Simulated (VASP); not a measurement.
Consider the following.

```xyz
3
Lattice="0.0000 2.5762 2.5762 2.5762 0.0000 2.5762 2.5762 2.5762 0.0000" Properties=species:S:1:pos:R:3 pbc="T T T"
Ce     0.0000     0.0000     0.0000
O      1.2881     1.2881     1.2881
O      3.8644     3.8644     3.8644
```

Method: PBE GGA, VASP's PBE PAW potentials (set 64) (plane waves; VASP). Run with 620 eV cut-off, 7×7×7 Γ-centred mesh, Gaussian smearing of 0.050 eV, potentials Ce O.

Question: Predict the energy per atom (σ→0), pressure.

Answer: 
energy per atom (σ→0): -8.477 eV/atom
pressure: 44.98 GPa

Total energies compare only between runs with the same potentials, cut-off and functional.

The compound is CeO2 in the fluorite structure. It was relaxed first under an external pressure of 45 GPa. The run is not spin-polarised, so no magnetic state was tried.
